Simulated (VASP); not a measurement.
Data:

```
CaF2
1.0
    0.00000     2.68454     2.68454
    2.68454     0.00000     2.68454
    2.68454     2.68454     0.00000
Ca F
1 2
Cartesian
  2.68454   2.68454   5.36908
  1.34227   1.34227   1.34227
  4.02681   4.02681   4.02681
```

These are TPSS meta-GGA, VASP's PBE PAW potentials (set 64) (plane waves; VASP 6.6.1) values and carry that method's errors. Settings: 520 eV cut-off, 7×7×7 Γ-centred mesh, Gaussian smearing of 0.050 eV, potentials Ca_sv F.

Problem. Give the stress tensor in GPa (positive for a compressed cell).

Solution. 
```
5.75  0.00  0.00
0.00  5.75  0.00
0.00  0.00  5.75
```
The pressure is its mean diagonal, 5.75 GPa.

The compound is CaF2 in the fluorite structure. This cell is one point of a volume scan, at 0.94 of the reference volume.
